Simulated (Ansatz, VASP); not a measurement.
# Cross-check of LaCrGe3 between VASP and Ansatz, part 2 of 2

Wanted: the spread between two codes on one cell, functional and k mesh.

VASP 6.6.1 and Ansatz 0.2.0.

So far: Starting point; VASP: single point, PBEsol, DFT+U.

### 3. Ansatz: single point, PBEsol, DFT+U

Level of this step: Ansatz beside VASP: Kohn-Sham DFT, plane waves, PBEsol, DFT+U (Ansatz).

Ansatz runs on its default PAW (the set named soft_2) files.

The same cell, functional, mesh and smearing now go to Ansatz, which takes its cutoff from its data sets.

Contents of input.yaml:

```yaml
crystal:
  lattice:
    - [6.2004, 0.0, 0.0]
    - [-3.1002, 5.3697039136, 0.0]
    - [0.0, 0.0, 5.766]
  atoms:
    - { symbol: La, position: [0.6666666667, 0.3333333333, 0.25] }
    - { symbol: La, position: [0.3333333333, 0.6666666667, 0.75] }
    - { symbol: Ge, position: [0.3866999999, 0.1933499999, 0.75] }
    - { symbol: Ge, position: [0.1933499999, 0.8066500001, 0.25] }
    - { symbol: Ge, position: [0.8066500001, 0.6133000001, 0.75] }
    - { symbol: Ge, position: [0.6133000001, 0.8066500001, 0.25] }
    - { symbol: Ge, position: [0.8066500001, 0.1933499999, 0.75] }
    - { symbol: Ge, position: [0.1933499999, 0.3866999999, 0.25] }
    - { symbol: Cr, position: [0.0, 0.0, 0.5] }
    - { symbol: Cr, position: [0.0, 0.0, 0.0] }
hamiltonian:
  xc: pbesol
  pseudopotentials: { kind: paw }
  hubbard: { sites: [{ species: Cr, l: d, u_eff: 5.0 }] }
kpoints:
  mp_grid: { grid: [3, 3, 3] }
scf:
  occupations: { method: gaussian, width: 0.05 }
  n_extra_bands: 6
output:
  forces: true
  stress: true
  eigenvalues: true
  write_density: true
  write_potential: true
  elf: true
  volumetric_format: npy
```

Launch:

```bash
$ ansatz run input.yaml --threads 4 --pin off --max-ram 9216MiB --backend cpu --events-out ev --progress --plain --runs-dir out
```

Numbers of over 12 decimals in the logs are rounded to 6 here.

The program printed:

```text
La: projections on atomic orbitals take those of the free atom [Kr 4d10] 4f0 5s2 5p6 5d1 6s2, of charge +0.00 (hamiltonian.pseudopotentials.projection_atoms); the dataset's partial waves leave at most 1.9e-5 of an orbital's norm unspanned inside its sphere
Ge: projections on atomic orbitals take those of the free atom [Ar] 3d10 4s2 4p2, of charge +0.00 (hamiltonian.pseudopotentials.projection_atoms); the dataset's partial waves leave at most 1.2e-6 of an orbital's norm unspanned inside its sphere
Cr: projections on atomic orbitals take those of the free atom [Ne] 3s2 3p6 3d5 4s1, of charge +0.00 (hamiltonian.pseudopotentials.projection_atoms); the dataset's partial waves leave at most 7.0e-7 of an orbital's norm unspanned inside its sphere
scf.n_extra_bands = 6 over 67 filled bands (N_el = 134.0): the run solves 73 bands
Engine: ansatz 0.2.0, aarch64-unknown-linux-gnu
Pseudopotentials: kind: paw
Pseudopotential: La, paw, valence charge 11, recommended cutoff 420 eV (normal), La.paw.azcp
Pseudopotential: Ge, paw, valence charge 14, recommended cutoff 420 eV (normal), Ge.paw.azcp
Pseudopotential: Cr, paw, valence charge 14, recommended cutoff 420 eV (normal), Cr.paw.azcp
Functional definition: PBEsol
  exchange = pbesol_x
  correlation = pbesol_c
Crystal: 10 atoms, lattice volume = 191.975 Å³
Basis set: ecut = 420 eV, 3769 PW (Γ), exchange–correlation on 90×90×80 points (8 copies of the dense FFT grid, shifted against one another)
Bands: 73, of which v1, the nominal top of the filled ones, is band 67 counted from 1 (66 counted from 0)
Symmetry: 24 space group operations
Space group: P63/mmc (ITA 194), of the structure as read, at distance tolerance 5.8e-5 Å
k-points: 6 of 27
Non-local potential: La, projectors of the file, l = 0: 3, l = 1: 2, l = 2: 2, l = 3: 3
Non-local potential: Ge, projectors of the file, l = 0: 2, l = 1: 2, l = 2: 3, l = 3: 1
Non-local potential: Cr, projectors of the file, l = 0: 3, l = 1: 2, l = 2: 3, l = 3: 1
PAW form: soft (Blöchl's): semilocal exchange-correlation on the pseudo side does not see the compensation charge
PAW frozen core: La, regenerated for the run's functional, and the local potential with it (the file was generated under x = pbe(κ = 0.804, μ = 0.219515), c = pbe(β = 0.066725))
PAW frozen core: Ge, regenerated for the run's functional, and the local potential with it (the file was generated under x = pbe(κ = 0.804, μ = 0.219515), c = pbe(β = 0.066725))
PAW frozen core: Cr, regenerated for the run's functional, and the local potential with it (the file was generated under x = pbe(κ = 0.804, μ = 0.219515), c = pbe(β = 0.066725))
PAW one-centre angular grid: La, 590 points (default); XC on 64 Gauss nodes
PAW one-centre angular grid: Ge, 590 points (default); XC on 64 Gauss nodes
PAW one-centre angular grid: Cr, 590 points (default); XC on 64 Gauss nodes
Initial density: superposition of atomic densities (chi_scale 0.1, normalization cell, long waves of neutral atoms under a Hubbard term (reshape's long-wave potential 0.00 eV rms, cloud 3.27 Å wide))
Initial wavefunctions: pseudopotential atomic-orbital guess
Functional: x = pbesol(κ = 0.804, μ = 0.123457), c = pbesol(β = 0.046)
SCF iter   1: F=—  HF=-44542.086019 eV  |F-HF|=—  |Δ(HF+E_count)|=         —  Δρ=1.99e-1  dr2=1.38e2  ethr=3.10e-3  ⟨swp⟩=5.2  Hψ=1509  notcnv=0
preconditioner: auto → Kerker (q_TF=auto, 2.570 Å⁻¹)  [metal: Δε(μ)=0.017 eV  Ē_g=15.724 eV  σ=0.050 eV  W_gap=0.19  n_scr=58 (ndim 8)  ℏωp=28.6 eV  f_vac=0.000  D(μ)=17.85/eV (n_scr^D=216)]
SCF iter   2: F=—  HF=-44557.198472 eV  |F-HF|=—  |Δ(HF+E_count)|=    1.51e1  Δρ=3.80e-1  dr2=3.86e2  ethr=3.10e-3  ⟨swp⟩=6.0  Hψ=1906  notcnv=0  defer=2  recentre
SCF iter   3: F=—  HF=-44535.067769 eV  |F-HF|=—  |Δ(HF+E_count)|=    2.21e1  Δρ=5.44e-2  dr2=5.78e0  ethr=3.10e-3  ⟨swp⟩=6.8  Hψ=1611  notcnv=0  defer=6
SCF iter   4: F=—  HF=-44534.526717 eV  |F-HF|=—  |Δ(HF+E_count)|=   5.41e-1  Δρ=2.79e-2  dr2=1.47e0  ethr=3.10e-3  ⟨swp⟩=3.7  Hψ=625  notcnv=0  defer=9
SCF iter   5: F=—  HF=-44534.587325 eV  |F-HF|=—  |Δ(HF+E_count)|=   6.06e-2  Δρ=3.26e-2  dr2=3.16e0  ethr=1.10e-3  ⟨swp⟩=4.2  Hψ=948  notcnv=0  defer=10
SCF iter   6: F=—  HF=-44534.596904 eV  |F-HF|=—  |Δ(HF+E_count)|=   9.58e-3  Δρ=2.00e-2  dr2=1.47e0  ethr=1.10e-3  ⟨swp⟩=5.3  Hψ=1064  notcnv=0  defer=7
SCF iter   7: F=—  HF=-44534.552104 eV  |F-HF|=—  |Δ(HF+E_count)|=   4.48e-2  Δρ=1.08e-2  dr2=4.06e-1  ethr=1.10e-3  ⟨swp⟩=4.3  Hψ=535  notcnv=0  defer=6
SCF iter   8: F=—  HF=-44534.573931 eV  |F-HF|=—  |Δ(HF+E_count)|=   2.18e-2  Δρ=3.50e-3  dr2=9.79e-3  ethr=3.03e-4  ⟨swp⟩=6.3  Hψ=1110  notcnv=0  defer=5
SCF iter   9: F=—  HF=-44534.608644 eV  |F-HF|=—  |Δ(HF+E_count)|=   3.47e-2  Δρ=2.94e-3  dr2=1.55e-2  ethr=7.30e-6  ⟨swp⟩=4.8  Hψ=959  notcnv=0  defer=5
SCF iter  10: F=—  HF=-44534.632740 eV  |F-HF|=—  |Δ(HF+E_count)|=   2.41e-2  Δρ=1.86e-3  dr2=1.10e-2  ethr=7.30e-6  ⟨swp⟩=5.7  Hψ=1041  notcnv=0  defer=5
SCF iter  11: F=—  HF=-44534.628842 eV  |F-HF|=—  |Δ(HF+E_count)|=   3.90e-3  Δρ=9.41e-4  dr2=8.40e-4  ethr=7.30e-6  ⟨swp⟩=3.7  Hψ=937  notcnv=0  defer=5
SCF iter  12: F=—  HF=-44534.633379 eV  |F-HF|=—  |Δ(HF+E_count)|=   4.54e-3  Δρ=9.57e-4  dr2=1.11e-3  ethr=6.27e-7  ⟨swp⟩=4.7  Hψ=1054  notcnv=0  defer=6
SCF iter  13: F=—  HF=-44534.632612 eV  |F-HF|=—  |Δ(HF+E_count)|=   7.66e-4  Δρ=7.04e-4  dr2=2.64e-4  ethr=6.27e-7  ⟨swp⟩=4.8  Hψ=1013  notcnv=0  defer=6
SCF iter  14: F=—  HF=-44534.636242 eV  |F-HF|=—  |Δ(HF+E_count)|=   3.63e-3  Δρ=6.77e-4  dr2=9.92e-4  ethr=1.97e-7  ⟨swp⟩=4.8  Hψ=1082  notcnv=0  defer=5
SCF iter  15: F=—  HF=-44534.635856 eV  |F-HF|=—  |Δ(HF+E_count)|=   3.86e-4  Δρ=6.92e-4  dr2=1.28e-3  ethr=1.97e-7  ⟨swp⟩=4.7  Hψ=1079  notcnv=0  defer=5
SCF iter  16: F=—  HF=-44534.636318 eV  |F-HF|=—  |Δ(HF+E_count)|=   4.62e-4  Δρ=3.20e-4  dr2=2.64e-4  ethr=1.97e-7  ⟨swp⟩=3.7  Hψ=636  notcnv=0  defer=5
SCF iter  17: F=—  HF=-44534.636422 eV  |F-HF|=—  |Δ(HF+E_count)|=   1.04e-4  Δρ=1.08e-4  dr2=3.22e-5  ethr=1.97e-7  ⟨swp⟩=3.0  Hψ=612  notcnv=0  defer=5
SCF iter  18: F=—  HF=-44534.636490 eV  |F-HF|=—  |Δ(HF+E_count)|=   6.76e-5  Δρ=2.45e-5  dr2=1.57e-6  ethr=2.40e-8  ⟨swp⟩=2.8  Hψ=582  notcnv=0  defer=5
SCF iter  19: F=—  HF=-44534.636491 eV  |F-HF|=—  |Δ(HF+E_count)|=   8.83e-7  Δρ=7.89e-6  dr2=1.08e-7  ethr=1.17e-9  ⟨swp⟩=3.2  Hψ=755  notcnv=0  defer=5
SCF iter  20: F=-44534.636490 eV  HF=-44534.636490 eV  |F-HF|=3.78e-8  |Δ(HF+E_count)|=   3.92e-8  Δρ=4.15e-6  dr2=4.23e-8  ethr=7.46e-11  ⟨swp⟩=16.2  Hψ=3744  notcnv=0
SCF 1 converged in 20 iterations: F = -44534.636490 eV  dr2 = 4.23e-8
  greatest PAW one-centre occupation: 1.000 electrons in one spin orbital (limit 2), on the Cr atom at site 9 (counted from 0), in its partial waves of l = 0
SCF converged after 20 iterations
Free energy (F): -44534.636490 eV
Harris-Foulkes:  -44534.636490 eV  (|F-HF|=3.78e-8)
Internal energy: -44534.626486 eV  (E = F + TS)
E sigma→0 (E₀):  -44534.631488 eV
Entropy (-TS):   -0.010004 eV (-1.000 meV/atom)
Fermi energy:    13.176281 eV
--- Per-component energies (eV) ---
  E_band       = -1004.398397
  E_kinetic    = 1745.412645
  E_local      = -17586.546576  (includes V_loc(G=0)·N_el)
  E_nonlocal   = 2878.677672
  E_hartree    = 7747.668277
  E_xc         = -1007.264829
  E_vxc        = -1042.621187  (∫ρ·V_xc dr)
  E_hubbard    = 9.803942  (on-site DFT+U / exact-exchange correction)
  E_vhub       = -7.436301  (the Hubbard potential's part of the band-sum identity)
  E_paw        = -24867.829803  (= ΣΔE_a)
  E_vpaw       = -2487.235933  (= ΣTr[D̂ρ^β])
  E_aug_tail   = 0.002565  (compensation charges beyond the density's cutoff)
  E_ewald      = -13460.717014
  E_core_change = 6.166635  (= ΣΔE_core)
  E_smearing   = -0.010004  (= −TS)
  E_closure    = 0.000000  (closes the sum)
  Σ components = -44534.636490   (vs F -44534.636490, Δ=0.00e0)
--- Forces (eV/Å), atoms counted from 1 ---
  atom   1  La    -0.00000000     0.00000000     0.00000000
  atom   2  La     0.00000000    -0.00000000     0.00000000
  atom   3  Ge     0.58990977     0.34058456     0.00000000
  atom   4  Ge     0.58990977    -0.34058456     0.00000000
  atom   5  Ge    -0.00000000    -0.68116913     0.00000000
  atom   6  Ge    -0.58990977    -0.34058456     0.00000000
  atom   7  Ge    -0.58990977     0.34058456     0.00000000
  atom   8  Ge    -0.00000000     0.68116913     0.00000000
  atom   9  Cr    -0.00000000     0.00000000     0.00000000
  atom  10  Cr     0.00000000     0.00000000    -0.00000000
  max |Σ_I F_I| component: 1.11e-16 eV/Å
--- Stress (GPa, compression-positive) ---
       -2.226871       0.000000       0.000000
       -0.000000      -2.226871       0.000000
        0.000000       0.000000      -5.459829
  P = ⅓ Tr σ = -3.3045 GPa (-33.045 kbar)
--- Band table (eV; the first three rows and the last of 6) ---
  k-point 0: bands = [... 63 lower, 11.4656, 12.4498, 12.4498, 13.1958, 13.1958, 13.4705, 13.8560, 14.2443, ... 2 higher]
  k-point 1: bands = [... 63 lower, 12.3704, 12.3704, 12.5836, 12.5836, 13.1012, 13.2128, 13.2128, 14.4353, ... 2 higher]
  k-point 2: bands = [... 63 lower, 11.6194, 11.8363, 12.3785, 13.1940, 13.6738, 13.8884, 14.3143, 14.3403, ... 2 higher]
  k-point 5: bands = [... 63 lower, 11.3189, 12.3098, 12.3098, 12.9654, 12.9654, 13.3454, 14.0996, 14.0996, ... 2 higher]
Occupation matrices written to <dir>
```

Run time: 6.1 s. Hardware: 4 threads of Arm Neoverse V1, shared host; peak memory 0.79 GiB; 23 s of CPU time.

The column dr2 measures how far the density is from self-consistency, as an energy; F and HF (Harris–Foulkes) agree once it is small.

The run ends at a pressure of -3.30 GPa, with forces up to 0.68 eV/Å.

### 4. Side by side

Known differences besides the PAW data sets themselves: U acts on the PAW sphere in VASP and on atomic orbitals in Ansatz, so only states and trends compare; the data sets hold 134 valence electrons in Ansatz (default PAW (the set named soft_2) files) and 130 in VASP; the cutoff is 420 eV in Ansatz and 380 eV in VASP (PREC = Normal); Ansatz makes its cores anew for this functional, VASP keeps those of its PBE data sets. Total energies have different zeros and are not compared.

Both answers:

```csv
quantity,Ansatz,VASP,difference
pressure (GPa),-3.30,-4.83,+1.53
```

Forces (eV/Å; atoms numbered as in POSCAR):

```csv
atom,"Ansatz x, y, z","VASP x, y, z"
La1,"0.000, 0.000, 0.000","0.000, 0.000, 0.000"
La2,"0.000, 0.000, 0.000","0.000, 0.000, 0.000"
Ge3,"0.590, 0.341, 0.000","0.118, 0.068, 0.000"
Ge4,"0.590, -0.341, 0.000","0.118, -0.068, 0.000"
Ge5,"0.000, -0.681, 0.000","0.000, -0.136, 0.000"
Ge6,"-0.590, -0.341, 0.000","-0.118, -0.068, 0.000"
Ge7,"-0.590, 0.341, 0.000","-0.118, 0.068, 0.000"
Ge8,"0.000, 0.681, 0.000","0.000, 0.136, 0.000"
Cr9,"0.000, 0.000, 0.000","0.000, 0.000, 0.000"
Cr10,"0.000, 0.000, 0.000","0.000, 0.000, 0.000"
```

The forces differ by 244 meV/Å r.m.s., which is 401.0 % of the r.m.s. force of 0.06 eV/Å (both taken over all components).

### 5. Results

| Quantity | Value |
| --- | --- |
| r.m.s. force difference (single point, PBEsol, DFT+U) | 244 meV/Å |

In words: The r.m.s. force difference is 244 meV/Å (single point, PBEsol, DFT+U), beyond the 12 meV/Å picked in this series as the mark of a large difference. How closely two codes agree says nothing of how well the functional describes the real material.

[Lines on the potential files, build, host, timing and source positions are cut from VASP's logs without a mark.]

[Logs are printed without paths, hosts, clocks, repeated set-up lines and the standing remarks that a program may print on its own settings, such as how far it seeks lower states.]

[Hosts, paths, dates, database ids (printed as entryN), source tags and the programs' standing remarks are cut or masked in the printed files.]
